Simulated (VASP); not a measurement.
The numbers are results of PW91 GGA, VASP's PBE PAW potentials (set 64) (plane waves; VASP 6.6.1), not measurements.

VASP ran on this input.

POSCAR:
```
TiC
1
    0.0000000000     2.1678806337     2.1678806337
    2.1678806337     0.0000000000     2.1678806337
    2.1678806337     2.1678806337     0.0000000000
Ti C
1 1
Direct
  0.0000000000   0.0000000000   0.0000000000
  0.5000000000   0.5000000000   0.5000000000
```

KPOINTS:
```
Automatic mesh
0
Gamma
16 16 16
0 0 0
```

INCAR:
```
SYSTEM = TiC
PREC = Accurate
ENCUT = 520
EDIFF = 1E-7
NELM = 100
ALGO = Normal
LREAL = .FALSE.
LASPH = .TRUE.
ISMEAR = -5
GGA = 91
LMAXMIX = 4
LWAVE = .FALSE.
LCHARG = .TRUE.
LORBIT = 11
NEDOS = 601
ISIF = 2
```

POTCAR, in this order: Ti_sv C (PBE.64 set). Program: vasp_std.

Q: What does the run give for the energy per atom (σ→0), band gap (on the k-mesh)?

A: 
The energy per atom (σ→0) is -9.360 eV/atom and the band gap (on the k-mesh) is none (metal, semimetal or under 0.01 eV).

File OSZICAR:
```
...
DAV:  11    -0.187196695761E+02    0.16670E-02   -0.72534E-03  3720   0.135E+00    0.133E-01
DAV:  12    -0.187196717254E+02   -0.21493E-05   -0.40606E-04  3916   0.267E-01    0.375E-02
DAV:  13    -0.187196587656E+02    0.12960E-04   -0.20445E-05  4832   0.552E-02    0.138E-02
DAV:  14    -0.187196568513E+02    0.19142E-05   -0.19919E-06  4052   0.137E-02    0.244E-03
DAV:  15    -0.187196566952E+02    0.15610E-06   -0.96121E-08  2392   0.336E-03    0.918E-04
DAV:  16    -0.187196565009E+02    0.19431E-06   -0.74123E-08  2180   0.214E-03    0.234E-04
DAV:  17    -0.187196565017E+02   -0.76579E-09   -0.12343E-08  1860   0.115E-03
   1 F= -.18719657E+02 E0= -.18719657E+02  d E =0.000000E+00
```

The compound is TiC in the rock salt structure. It was relaxed first.
